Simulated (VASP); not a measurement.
# NaBe16 (a cell with a defect) in VASP: notebook, part 2 of 3

VASP 6.6.1. The steps go on from the part before.

## (3) Single point, PBEsol

Input file INCAR:

```
ALGO = Fast
EDIFF = 1E-6
ENCUT = 520
GGA = PS
ISIF = 2
ISMEAR = -1
LASPH = True
LCHARG = False
LREAL = Auto
LWAVE = False
NBANDS = 34
NELM = 100
PREC = Accurate
SIGMA = 0.05
```

Input file KPOINTS:

```
k-points
0
Gamma
  3 3 2
```

Input file POSCAR:

```
NaBe16
1.0
   -2.3091000000     -3.9994790000      0.0000000000
    3.4636500000     -1.9997390000      0.0000000000
    0.0000000000      0.0000000000      7.2254000000
Be Na
16 1
Direct
    0.5533274260      0.1044529209      0.1852630996
    0.5004022767      0.7086682826      0.3543471642
    0.5003857536      0.2950473470      0.6423589005
    0.5389137773      0.8912291378      0.8297948902
    0.1606777076      0.9432595368      0.1110941955
    0.2255647327      0.1651008399      0.3717302848
    0.2605026830      0.7708130860      0.5997868630
    0.1703161759      0.1083761586      0.8217814931
   -0.0704760219      0.3560301468      0.1897334404
   -0.0331184514      0.7117711616      0.3600631107
   -0.0028410894      0.3286243242      0.6259307443
   -0.0456947618      0.7030693706      0.8483267362
    0.7788613872      0.7574289634      0.0810889363
    0.7379811740      0.1604008283      0.4291665513
    0.7793045861      0.8110496787      0.6119937997
    0.8099600198      0.2274706399      0.9473523957
    0.3715424591      0.4858252688     -0.0066293908
```

Potentials or basis: VASP PAW PBE potentials, release 64 (Be, Na_pv).

Launch:

```sh
$ cat potpaw_PBE.64/Be/POTCAR potpaw_PBE.64/Na_pv/POTCAR > POTCAR
$ mpirun -np 1 vasp_std > vasp.out
```

OUTCAR:

```text
EDIFF = 1E-6
   ENCUT = 520
   GGA = PS
   ISIF = 2
   ISMEAR = -1
   LASPH = True
   LREAL = Auto
   NELM = 100
   PREC = Accurate

 ion  position               nearest neighbor table
   1  0.553  0.104  0.185-  13 1.89  14 1.97   5 2.00   9 2.01   2 2.01   6 2.04  16 2.15  17 2.23

   2  0.500  0.709  0.354-   1 2.01   7 2.11  10 2.15  14 2.18   6 2.23  15 2.30  13 2.36
   3  0.500  0.295  0.642-  14 1.97   4 2.12   8 2.14   7 2.22  11 2.30  11 2.33  15 2.34
   4  0.539  0.891  0.830-   8 1.91  15 1.95  16 2.02  12 2.07   3 2.12  17 2.15   7 2.16  13 2.19

[... 583 lines left out ...]
  Total       17.6848974     17.1928837     22.4316115      1.5942443     -1.2756632      1.9480403
  in kB      212.3122736    206.4055080    269.2979404     19.1393613    -15.3147035     23.3867828
  external PRESSURE =     229.3385740 kB  Pullay stress =       0.0000000 kB

 VOLUME and BASIS-vectors are now :
 -----------------------------------------------------------------------------
  energy-cutoff  :      520.00
  volume of cell :      133.46
      direct lattice vectors                 reciprocal lattice vectors
    -2.309100000 -3.999479000  0.000000000    -0.108267270 -0.187524437  0.000000000
     3.463650000 -1.999739000  0.000000000     0.216534594 -0.125016291  0.000000000
     0.000000000  0.000000000  7.225400000     0.000000000  0.000000000  0.138400642

 POSITION                                       TOTAL-FORCE (eV/Angst)
 -----------------------------------------------------------------------------------
     -0.91590     -2.42190      1.33860         0.666966     -0.017536     -0.245771
      1.29910     -3.41850      2.56030        -0.811167      0.465990     -0.103006
     -0.13350     -2.59130      4.64130         0.308320      0.187924      0.650168
      1.84250     -3.93760      5.99560         0.388633     -0.186937      0.523190
      2.89610     -2.52890      0.80270        -0.223576     -0.206170     -0.078564
      0.05100     -1.23230      2.68590         0.033269     -0.667826      0.791003
[... 9 lines left out ...]
     -1.08240     -3.69430      6.84500        -0.399221      0.284224     -1.092432
      0.82480     -2.45750      7.17750         0.314805      0.682362      0.498670
 -----------------------------------------------------------------------------------
    total drift:                                0.002288      0.000373      0.002155

  FREE ENERGIE OF THE ION-ELECTRON SYSTEM (eV)
  ---------------------------------------------------
  free  energy   TOTEN  =       -55.9770687601 eV

  energy  without entropy=      -55.9612877992  energy(sigma->0) =      -55.96917828
```

stdout:

```text
POSCAR found type information on POSCAR BeNa
 POSCAR found :  2 types and      17 ions
 scaLAPACK will be used
 -----------------------------------------------------------------------------
|                                                                             |
|                                                                             |
|     You enforced a specific xc type in the INCAR file but a different       |
|     I HOPE YOU KNOW WHAT YOU ARE DOING!                                     |
|                                                                             |
 -----------------------------------------------------------------------------

 LDA part: xc-table for (Slater+PW92), standard interpolation
 POSCAR, INCAR and KPOINTS ok, starting setup
 FFT: planning ... GRIDC
 FFT: planning ... GRID_SOFT
 FFT: planning ... GRID
 WAVECAR not read
 entering main loop
```

It took 60 s on 1 thread of AMD EPYC 7R13 (Zen 3), shared host; peak memory 0.19 GiB.

What came out:

* Free energy: -55.9771 eV
* Pressure: 22.9 GPa
* Largest force: 1.560 eV/Å
* Band gap on the k mesh: none (metal or under the smearing width)

Forces on the atoms (eV/Å):
```
Be   0.667 -0.018 -0.246
Be  -0.811  0.466 -0.103
Be   0.308  0.188  0.650
Be   0.389 -0.187  0.523
Be  -0.224 -0.206 -0.079
Be   0.033 -0.668  0.791
Be   0.956 -0.202  0.600
Be  -0.987 -0.687  0.165
Be  -1.007 -0.181  0.035
Be  -0.011 -0.663  0.597
Be   0.912  0.253 -0.426
Be  -1.420  0.169 -0.624
Be   0.320  0.677  0.829
Be   0.845 -0.394 -1.178
Be   0.114  0.486 -0.941
Be  -0.399  0.284 -1.092
Na   0.315  0.682  0.499
```

Levels at points of the mesh, in eV from the Fermi level:
| k point | band 16 | band 17 | band 18 | band 19 | band 20 | band 21 | band 22 | band 23 |
| --- | --- | --- | --- | --- | --- | --- | --- | --- |
| (0.00, 0.00, 0.00) | -2.83 | -2.69 | -1.37 | -1.08 | -0.01 | 0.46 | 1.06 | 1.65 |
| (0.00, 0.00, 0.50) | -2.11 | -1.60 | -1.46 | -0.66 | -0.21 | 0.60 | 0.92 | 1.17 |

Caveat: the k mesh is coarse (spacing up to 0.52 Å⁻¹), so the values aren't converged; so large a pressure means that the cell lies far from this level's equilibrium, or that cutoff or potentials fall short; the potentials were made for another functional, which shifts forces and pressure.

## (4) Single point, PBEsol

Input file INCAR:

```
SYSTEM = NaBe16
PREC     = Accurate       ! precision mode
ENCUT    = 520            ! plane-wave cutoff, eV
EDIFF    = 1E-6           ! SCF threshold, eV
ISMEAR   = -1             ! smearing method
SIGMA    = 0.05           ! smearing width, eV
LREAL    = Auto         
LASPH    = .TRUE.         ! aspherical terms in the spheres
NELM     = 100            ! most SCF steps
ALGO     = Normal         ! electronic algorithm
ISIF     = 2              ! what is computed and relaxed
LWAVE    = .FALSE.        ! write WAVECAR
LCHARG   = .FALSE.        ! write CHGCAR
GGA      = PS             ! functional
NBANDS   = 34             ! bands
```

Input file KPOINTS:

```
Automatic mesh
0
G
  3 3 2
  0 0 0
```

Input file POSCAR:

```
NaBe16
1.0
   -2.3091000000     -3.9994790000      0.0000000000
    3.4636500000     -1.9997390000      0.0000000000
    0.0000000000      0.0000000000      7.2254000000
Be Na
16 1
Direct
    0.6504136702      0.1881166416      0.2024939796
    0.4821815097      0.6753007157      0.3145846597
    0.4392424161      0.2994686712      0.6667174136
    0.6554431118      1.0123666333      0.8510947491
    0.2448373037      0.9419120922      0.1302626844
    0.3142055917      0.2051974454      0.4119495114
    0.1990724693      0.6963977997      0.5398455449
    0.0549194624     -0.1351422544      0.8835635397
    0.0481315596      0.4487579820      0.2239875993
   -0.0583556697      0.8848616122      0.3372685249
    0.0146900271      0.1410421785      0.6649182052
   -0.2193825569      0.5266766959      0.7462839428
    0.7656739637      0.7490992882      0.0865834417
    0.7479514801      0.3810416072      0.4651091981
    0.6531410499      0.9114569885      0.5393334625
    0.9098372565      0.2852497247      0.9849281701
    0.3566636126      0.4195204330     -0.0219641819
```

Launch:

```sh
$ cat potpaw_PBE.64/Be/POTCAR potpaw_PBE.64/Na_pv/POTCAR > POTCAR
$ mpirun -np 1 vasp_std > vasp.out
```

Wall time 65 s (1 thread of AMD EPYC 7R13 (Zen 3), shared host); peak memory 0.19 GiB.

Results (log left out):

| Property | Result |
| --- | --- |
| Free energy | -56.5699 eV |
| Pressure | 22.5 GPa |
| Largest force | 2.224 eV/Å |
| Band gap on the k mesh | none (metal or under the smearing width) |

Forces on the atoms (eV/Å):
```
Be   0.382  0.447  0.986
Be   0.379 -0.081 -0.676
Be   0.176  0.418 -0.747
Be  -0.187  1.567 -1.054
Be   0.629  0.601  0.548
Be  -0.703  0.743 -0.221
Be  -0.214  0.771  1.384
Be  -1.466 -0.191 -0.711
Be  -0.512 -0.020  1.312
Be   0.730 -0.609  0.634
Be   0.226 -0.248 -1.177
Be   0.871 -1.342  0.732
Be  -0.196 -0.307 -0.391
Be   0.155 -1.356 -0.410
Be  -0.734  0.952  1.311
Be  -0.138  0.294 -0.143
Na   0.602 -1.639 -1.377
```

Stress tensor (GPa, compression positive):
```
18.86  6.30 -2.36
 6.30 16.61 -7.86
-2.36 -7.86 32.11
```

Levels at points of the mesh, in eV from the Fermi level:
```csv
k point,band 18,band 19,band 20,band 21,band 22,band 23
"(0.00, 0.00, 0.00)",-1.86,-1.59,-1.25,1.42,1.77,1.97
"(0.00, 0.00, 0.50)",-1.18,-0.81,-0.58,0.27,1.37,1.71
```

Caveat: the k mesh is coarse (spacing up to 0.52 Å⁻¹), so the values aren't converged; so large a pressure means that the cell lies far from this level's equilibrium, or that cutoff or potentials fall short; the potentials were made for another functional, which shifts forces and pressure.

## (5) Single point, PBEsol

Input file INCAR:

```
SYSTEM = NaBe16
PREC     = Accurate       ! precision mode
ENCUT    = 520            ! plane-wave cutoff, eV
EDIFF    = 1E-7           ! SCF threshold, eV
ISMEAR   = -1             ! smearing method
SIGMA    = 0.05           ! smearing width, eV
LREAL    = Auto         
LASPH    = .True.         ! aspherical terms in the spheres
NELM     = 100            ! most SCF steps
ALGO     = Normal         ! electronic algorithm
ISIF     = 2              ! what is computed and relaxed
LWAVE    = .False.        ! write WAVECAR
LCHARG   = .True.         ! write CHGCAR
GGA      = PS             ! functional
LELF     = .True.         ! ELF
LVHAR    = .True.       
NBANDS   = 34             ! bands
```

Input file KPOINTS:

```
Automatic mesh
0
Gamma
  3 3 2
  0 0 0
```

Input file POSCAR:

```
NaBe16
1.0
   -2.3091000000     -3.9994790000      0.0000000000
    3.4636500000     -1.9997390000      0.0000000000
    0.0000000000      0.0000000000      7.2254000000
Be Na
16 1
Direct
    0.6030890940      0.1848030335      0.2170952473
    0.4683674968      0.6581229012      0.3218922136
    0.4775454833      0.3180749428      0.6822459656
    0.6656272577      1.0083004636      0.8463476071
    0.2090481175      0.9497821686      0.1230104908
    0.2902882467      0.1530190956      0.4198660282
    0.1786577365      0.6483156726      0.5346970410
    0.1332345640     -0.0277880468      0.8597586293
    0.0634047250      0.4406645736      0.2383397459
   -0.1119926421      0.8566679053      0.3488249785
   -0.0094560276      0.1279762928      0.6448639522
   -0.1542831363      0.5689503298      0.7646358679
    0.7891543963      0.7717975016      0.0594984361
    0.7652486888      0.3578986755      0.4518780967
    0.6136183687      0.8399827278      0.5675533534
    0.9100063357      0.2504570698      0.9891217095
    0.3607568762      0.4605903318     -0.0300744595
```

Potentials or basis: VASP PAW PBE potentials, release 64 (Be, Na_pv).

Launch:

```sh
$ cat potpaw_PBE.64/Be/POTCAR potpaw_PBE.64/Na_pv/POTCAR > POTCAR
$ mpirun -np 1 vasp_std > vasp.out
```

OUTCAR:

```text
SYSTEM = NaBe16
   PREC = Accurate
   ENCUT = 520
   EDIFF = 1E-7
   ISMEAR = -1
   LREAL = Auto
   LASPH = .True.
   NELM = 100
   ISIF = 2
   GGA = PS

 ion  position               nearest neighbor table
   1  0.603  0.185  0.217-  14 1.98   6 2.06  10 2.09   2 2.13   5 2.16  13 2.18  16 2.19   2 2.32
                             9 2.36  17 2.38
   2  0.468  0.658  0.322-  15 2.03   7 2.04  14 2.05  10 2.10   1 2.13   9 2.15   5 2.20   6 2.26
                             6 2.29   1 2.32
   3  0.478  0.318  0.682-   4 1.92  12 2.06  14 2.14  15 2.18   6 2.19   7 2.19  17 2.22  15 2.33

   4  0.666  0.008  0.846-  16 1.81  13 1.90   3 1.92  12 2.03  15 2.14  11 2.14   8 2.17  17 2.46

   5  0.209  0.950  0.123-   8 1.94  16 2.07  13 2.12   1 2.16   2 2.20  10 2.24   9 2.24   9 2.30
                             6 2.32  17 2.35  17 2.43
   6  0.290  0.153  0.420-   9 2.04   1 2.06  11 2.14   3 2.19   7 2.21  15 2.22   7 2.24   2 2.26
                            10 2.26   2 2.29   5 2.32  14 2.35
   7  0.179  0.648  0.535-   2 2.04  10 2.07  15 2.16   3 2.19   6 2.21   6 2.24  11 2.25  12 2.29
                            14 2.31   9 2.36
   8  0.133  0.972  0.860-  16 1.78  11 1.80   5 1.94   4 2.17  12 2.20  13 2.29  17 2.36  17 2.43

   9  0.063  0.441  0.238-  10 2.02   6 2.04  16 2.08  14 2.09   2 2.15   5 2.24  13 2.24   5 2.30
                             7 2.36   1 2.36  17 2.38
  10  0.888  0.857  0.349-   9 2.02  15 2.03   7 2.07   1 2.09   2 2.10  13 2.17  14 2.20  14 2.21
                             5 2.24   6 2.26
  11  0.991  0.128  0.645-   8 1.80  14 1.97  12 2.08   6 2.14   4 2.14  15 2.16   7 2.25
  12  0.846  0.569  0.765-   4 2.03   3 2.06  11 2.08  16 2.08  15 2.09   8 2.20   7 2.29  13 2.29

  13  0.789  0.772  0.059-   4 1.90  16 2.06   5 2.12  10 2.17   1 2.18  16 2.22   9 2.24   8 2.29
                            12 2.29  17 2.43
  14  0.765  0.358  0.452-  11 1.97   1 1.98   2 2.05   9 2.09   3 2.14  10 2.20  10 2.21  15 2.22
                             7 2.31  15 2.34   6 2.35
  15  0.614  0.840  0.568-  10 2.03   2 2.03  12 2.09   4 2.14  11 2.16   7 2.16   3 2.18  14 2.22
                             6 2.22   3 2.33  14 2.34
  16  0.910  0.250  0.989-   8 1.78   4 1.81  13 2.06   5 2.07   9 2.08  12 2.08   1 2.19  13 2.22
                            17 2.25
  17  0.361  0.461  0.970-   3 2.22  16 2.25   5 2.35   8 2.36   9 2.38   1 2.38  13 2.43   5 2.43
[... 184 lines left out ...]
   LRPA    =     F    only Hartree local field effects (RPA)
 non-spin polarized calculation
  energy-cutoff  :      520.00
  volume of cell :      133.46
 maximum number of plane-waves:      3605
 NGX is ok and might be reduce to    36

 number of electron      39.0000005 magnetization

 Free energy of the ion-electron system (eV)
  ---------------------------------------------------
  ext. energy  EPLUGINS =         0.00000000
  ---------------------------------------------------
  free energy    TOTEN  =       -57.15762816 eV

  energy without entropy =      -57.13033164  energy(sigma->0) =      -57.14397990

 E-fermi :   6.7883     XC(G=0): -10.6986

 val. band max:        6.7517197089   @ k =   0.3333   0.3333   0.0000
 cond. band min:       6.8023018321   @ k =   0.3333  -0.0000   0.5000
 fundamental gap:      0.0505821232
 Fermi energy:         6.7882890404

 k-point     1 :       0.0000    0.0000    0.0000
  band No.  band energies     occupation
      1     -16.8506      2.00000
      2     -16.7997      2.00000
      3     -16.7972      2.00000
      4      -4.2341      2.00000
      5      -2.0888      2.00000
      6      -1.8862      2.00000
[... 329 lines left out ...]
     30      12.4512      0.00000
     31      12.8971      0.00000
 [bands above 31 left out]

------------------------ aborting loop because EDIFF is reached ----------------------------------------

  FORCE on cell =-STRESS in cart. coord.  units (eV):
  Direction    XX          YY          ZZ          XY          YZ          ZX
  --------------------------------------------------------------------------------------
  -------------------------------------------------------------------------------------
  Total       14.7471636     10.2193592     28.7689119      2.8288478     -8.0137222     -3.2286459
  in kB      177.0439353    122.6863434    345.3790525     33.9611311    -96.2070371    -38.7608213
  external PRESSURE =     215.0364438 kB  Pullay stress =       0.0000000 kB

 VOLUME and BASIS-vectors are now :
 -----------------------------------------------------------------------------
  energy-cutoff  :      520.00
  volume of cell :      133.46
      direct lattice vectors                 reciprocal lattice vectors
    -2.309100000 -3.999479000  0.000000000    -0.108267270 -0.187524437  0.000000000
     3.463650000 -1.999739000  0.000000000     0.216534594 -0.125016291  0.000000000
     0.000000000  0.000000000  7.225400000     0.000000000  0.000000000  0.138400642

 POSITION                                       TOTAL-FORCE (eV/Angst)
 -----------------------------------------------------------------------------------
     -0.75250     -2.78160      1.56860        -0.711441     -0.029517     -0.953767
      1.19800     -3.18930      2.32580         0.603245     -0.209781     -0.899798
     -0.00100     -2.54600      4.92950         0.506861      0.608407     -1.956027
     -1.50825     -2.67876      6.11520        -0.015747      1.481929     -1.389368
      2.80700     -2.73540      0.88880         0.110445      0.012579      2.099230
     -0.14030     -1.46700      3.03370        -0.551442     -0.015179      0.145953
[... 9 lines left out ...]
     -1.23380     -4.14040      7.14680         1.992388      0.019575      2.194758
      0.76230     -2.36390      7.00810         0.643348     -1.283012     -0.434474
 -----------------------------------------------------------------------------------
    total drift:                               -0.001719     -0.000374     -0.003076

  FREE ENERGIE OF THE ION-ELECTRON SYSTEM (eV)
  ---------------------------------------------------
  free  energy   TOTEN  =       -57.1576281600 eV

  energy  without entropy=      -57.1303316445  energy(sigma->0) =      -57.14397990
```

OSZICAR:

```text
N       E                     dE             d eps       ncg     rms          rms(c)
DAV:   1     0.139284233690E+03    0.13928E+03   -0.15677E+04   680   0.104E+03
DAV:   2    -0.423446612706E+02   -0.18163E+03   -0.16806E+03   696   0.241E+02
DAV:   3    -0.590228102979E+02   -0.16678E+02   -0.15899E+02   934   0.709E+01
DAV:   4    -0.594858012900E+02   -0.46299E+00   -0.45888E+00   832   0.100E+01
DAV:   5    -0.594918303320E+02   -0.60290E-02   -0.60206E-02   896   0.135E+00    0.581E+00
DAV:   6    -0.575150682174E+02    0.19768E+01   -0.25687E+00   814   0.883E+00    0.287E+00
DAV:   7    -0.571923723664E+02    0.32270E+00   -0.11253E+00   912   0.481E+00    0.114E+00
DAV:   8    -0.571650576876E+02    0.27315E-01   -0.76227E-02   840   0.136E+00    0.524E-01
DAV:   9    -0.571578543303E+02    0.72034E-02   -0.91515E-03   960   0.601E-01    0.955E-02
DAV:  10    -0.571576494600E+02    0.20487E-03   -0.55302E-04   814   0.116E-01    0.319E-02
DAV:  11    -0.571576284243E+02    0.21036E-04   -0.50780E-05   944   0.368E-02    0.807E-03
DAV:  12    -0.571576278736E+02    0.55074E-06   -0.54329E-06   812   0.114E-02    0.224E-03
DAV:  13    -0.571576280979E+02   -0.22431E-06   -0.31629E-07   792   0.267E-03    0.664E-04
DAV:  14    -0.571576281600E+02   -0.62095E-07   -0.30452E-08   424   0.947E-04
   1 F= -.57157628E+02 E0= -.57143980E+02  d E =-.272965E-01
```

stdout:

```text
POSCAR found type information on POSCAR BeNa
 POSCAR found :  2 types and      17 ions
 scaLAPACK will be used
 -----------------------------------------------------------------------------
|                                                                             |
|                                                                             |
|     You enforced a specific xc type in the INCAR file but a different       |
|     I HOPE YOU KNOW WHAT YOU ARE DOING!                                     |
|                                                                             |
 -----------------------------------------------------------------------------

 LDA part: xc-table for (Slater+PW92), standard interpolation
 POSCAR, INCAR and KPOINTS ok, starting setup
 FFT: planning ... GRIDC
 FFT: planning ... GRID_SOFT
 FFT: planning ... GRID
 WAVECAR not read
 entering main loop
```

It took 71 s on 1 thread of AMD EPYC 7R13 (Zen 3), shared host; peak memory 0.2 GiB.

What came out:

```
Free energy            : -57.1576 eV
Pressure               : 21.5 GPa
Largest force          : 2.964 eV/Å
Band gap on the k mesh : none (metal or under the smearing width)
```

Forces in eV/Å, atoms in the order of the input:
```
Be  -0.711 -0.030 -0.954
Be   0.603 -0.210 -0.900
Be   0.507  0.608 -1.956
Be  -0.016  1.482 -1.389
Be   0.110  0.013  2.099
Be  -0.551 -0.015  0.146
Be   0.265  0.997  1.095
Be  -2.728 -0.323 -0.854
Be  -0.007  0.532 -0.303
Be   0.499 -1.196 -0.336
Be   0.265  0.104 -1.350
Be  -0.413 -0.433 -0.091
Be  -1.295 -0.275  1.452
Be   0.372 -0.420  0.940
Be   0.465  0.430  0.640
Be   1.992  0.020  2.195
Na   0.643 -1.283 -0.434
```

Caveat: the k mesh is coarse (spacing up to 0.52 Å⁻¹), so the values aren't converged; so large a pressure means that the cell lies far from this level's equilibrium, or that cutoff or potentials fall short; the potentials were made for another functional, which shifts forces and pressure.

(Part 2 of 3 ends here.)
